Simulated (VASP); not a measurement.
Here is the system:

```
CELL_PARAMETERS angstrom
     -1.34825     1.34825     1.34825
      1.34825    -1.34825     1.34825
      1.34825     1.34825    -1.34825
ATOMIC_POSITIONS crystal
  Li 0.00000 0.00000 0.00000
```

Calculation: LDA (Ceperley-Alder, Perdew-Zunger), VASP's LDA PAW potentials (set 64) (plane waves; VASP). Settings: 620 eV cut-off, 19×19×19 Γ-centred mesh, first-order Methfessel-Paxton smearing of 0.10 eV, potentials Li_sv.

Energy and stress use the plane-wave basis of the starting cell.

**Question.** The ions, cell shape and volume at an external pressure of 45.0 GPa are relaxed. What does this cell relax into?

**Answer.** 
```
CELL_PARAMETERS angstrom
     -1.28978     1.28978     1.28978
      1.28978    -1.28978     1.28978
      1.28978     1.28978    -1.28978
ATOMIC_POSITIONS crystal
  Li 0.00000 0.00000 0.00000
```
Space group Im-3m (229), at a tolerance of 0.03 Å.

**Question.** How do energy and volume change from the first to the last step?

**Answer.** The energy (σ→0) changes by +281.1 meV/atom and the volume by -12.5 %, in 3 ionic steps.

```tsv
step	E(σ→0) (eV)	max force (eV/Å)	pressure (GPa)	volume (Å³)
1	-1.5065	0.000	29.99	9.80
2	-1.2183	0.000	45.42	8.56
3	-1.2255	0.000	44.98	8.58
```

The compound is Li in the bcc structure. This run relaxes it under an external pressure of 45 GPa. Symmetry was kept, so distortions that lower it aren't found.
